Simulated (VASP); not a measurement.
Input:

```
AlN
1.0
    3.10531     0.00000     0.00000
   -1.55265     2.68927     0.00000
    0.00000     0.00000     4.97532
Al N
2 2
Direct
  0.33333   0.66667   0.99666
  0.66667   0.33333   0.49666
  0.33333   0.66667   0.37834
  0.66667   0.33333   0.87834
```

Method: r2SCAN meta-GGA, VASP's PBE PAW potentials (set 64) (plane waves; VASP). Numerical set-up: 520 eV cut-off, 9×9×5 Γ-centred mesh, Gaussian smearing of 0.050 eV, potentials Al N.

**Question.** What does the run give for the energy per atom (σ→0), band gap (on the k-mesh) with the smallest direct gap where there is one?

**Answer.** 
```
Quantity                                      Value
-----------------------------------  --------------
band gap (on the k-mesh)                    4.93 eV
smallest direct gap (on the k-mesh)         4.93 eV
energy per atom (σ→0)                -9.614 eV/atom
```

The structure was generated: AlN was put into the wurtzite type (P6_3mc), which need not be its known phase. It was relaxed first. The start is the result of an earlier pass.
